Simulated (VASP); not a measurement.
Given:

```
CELL_PARAMETERS angstrom
      3.03928     0.00000     0.00000
      0.00000     3.03928     0.00000
      0.00000     0.00000     3.98362
ATOMIC_POSITIONS crystal
  Zr 0.49317 0.47597 0.49088
  W  0.00683 0.02403 0.00912
```

These are PBE GGA, VASP's PBE PAW potentials (set 64) (plane waves; VASP) values and carry that method's errors. Numerical set-up: 300 eV cut-off, 6×6×5 Γ-centred mesh, Gaussian smearing of 0.10 eV, potentials Zr_sv W_sv.

At this cut-off the stress carries a Pulay error, which pulls relaxed volumes low.

**Question.** Give the force on each atom (eV/Å).

**Answer.** 
| atom | Fx | Fy | Fz |
|---|---|---|---|
| Zr1 | 0.261 | 0.838 | 0.839 |
| W2 | -0.261 | -0.838 | -0.839 |

**Question.** Give the stress tensor in GPa (positive for a compressed cell).

**Answer.** 
```
12.70   0.21  -0.01
 0.21  11.90  -0.03
-0.01  -0.03   1.98
```
The pressure is its mean diagonal, 8.86 GPa.

The structure was generated: ZrW was put into an ordered model structure, which need not be its known phase. The cell was not relaxed at this level, atoms are displaced from their ideal sites. The k-mesh is coarse (spacing up to 0.34 per Å, 2π included), so the numbers may not be converged in it.
